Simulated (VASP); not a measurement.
## Pb: energy against strain

Pb (fcc, Fm-3m, 29.928 Å³/atom and stress up to 0.01 GPa in the relaxed cell, cube axes along x, y and z) under an equal strain ε along x and y, with z held. PBEsol in VASP (plane waves, PAW), 480 eV, 16×16×16 Γ-centred mesh, Methfessel-Paxton smearing 0.10 eV.

Here s stands for strain and y for E less E0.

| strain (%) | E less E0 (meV/atom) |
|---|---|
| -3.00 | ? |
| -1.50 | 4.66 |
| -1.00 | 2.09 |
| -0.50 | 0.56 |
| 0.00 | 0.00 |
| 0.50 | 0.35 |
| 1.00 | 1.61 |
| 1.50 | 3.74 |

Q: Fit y against s with a parabola, and predict the withheld value at s = -3.00.

A: Least squares gives y = -0.011 - 0.2807·s + 1.8700·s². Residuals (row less fit): 0.042, -0.050, -0.037, 0.011, 0.034, 0.032, -0.035; standard error 0.048 (degrees of freedom: 4). Twice the quadratic coefficient over the volume, 2 × 1.8700 meV × 10⁴ × 0.1602 / 29.928 Å³, is the elastic constants 2(C11 + C12) = about 200 GPa. At the withheld row, y = -0.011 - 0.2807 × (-3.0) + 1.8700 × (-3.0)² = 17.661 meV/atom. The calculation gives 19.50 meV/atom, 1.839 meV/atom above the prediction (9.4 % of the range of y in the table). The row lies outside the fitted rows, so this is an extrapolation. From the scatter of the fitted rows alone, a prediction at this place has a standard error of 0.183 meV/atom, so the miss is 10.0 times that.

A polynomial of degree 3 through the 12 other runs of the series gives 19.26 there, so most of the miss is curvature that the fit leaves out. In a metal these values are sensitive to mesh and smearing; energies are taken to zero smearing, stresses follow the free energy. Spin-orbit coupling is left out, which can shift these values for the heavy elements here. Rows are the converged runs of the series near zero and its far end, less any whose ions stayed unrelaxed beside relaxed ones; series whose fitted rows scatter by over a few per cent of the range, as at a crossing or softening among them, aren't shown in this form. Most that stay on the fit to the last digits aren't either.
